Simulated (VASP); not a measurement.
## Y2B3C2: single point with PBE

The system is Y2B3C2.

```
CELL_PARAMETERS angstrom
5.31510 0.29812 0.11310
-0.00959 4.42532 -1.05806
-0.35770 0.41492 3.91484
ATOMIC_POSITIONS crystal
B 0.36066 0.70786 0.03628
B 0.94760 0.41005 0.62995
B 0.36102 0.72849 0.62766
C 0.13119 0.23715 0.27712
C 0.26262 0.51619 0.31604
Y 0.81826 0.74185 0.14052
Y 0.41496 0.23083 0.78068
```

The cell was built by a generator and needn't be a form met in nature.

| Quantity | Value |
| --- | --- |
| Program | VASP 6.6.1 |
| Task | single point |
| Functional | PBE |
| Potentials or basis | VASP PAW PBE potentials, release 64 (B, C, Y_sv) |
| Cutoff | 520 eV |
| k mesh | 3 × 3 × 4 |
| Occupations | fermi-dirac, width 0.05 eV |
| Spin | no spin polarisation |
| Dipole correction | no |
| Further INCAR settings | ALGO = Normal; EDIFF = 1e-06; NBANDS = 28 |

```json
{"Pressure": "2.7 GPa", "Largest force": "3.681 eV/Å", "Band gap on the k mesh": "none (metal or under the smearing width)"}
```

Forces on the atoms (eV/Å):
```
B   -1.540  1.540  1.614
B    0.678 -2.515 -2.134
B   -0.157 -1.140 -0.668
C   -2.788  1.933  1.428
C    0.938  0.481 -1.122
Y    3.058  0.936  0.655
Y   -0.190 -1.234  0.228
```

Stress tensor (GPa, compression positive):
```
-1.75 -2.41 10.55
-2.41 13.63 -2.74
10.55 -2.74 -3.72
```

Levels at points of the mesh, in eV from the Fermi level:
```csv
k point,band 16,band 17,band 18,band 19,band 20,band 21,band 22,band 23
"(0.00, 0.00, 0.00)",-2.63,-1.82,-1.52,-0.15,0.26,0.81,1.06,2.10
"(0.00, 0.00, 0.50)",-2.81,-2.08,-1.50,-0.80,0.68,1.22,1.56,2.18
```

It took 67 s on 1 thread of Intel(R) Xeon(R) Platinum 8175M CPU @ 2.50GHz (Skylake/Cascade Lake), with other jobs on the host, peak memory 0.23 GiB.

Caveat: the k mesh is coarse (spacing up to 0.46 Å⁻¹), so the values aren't converged.
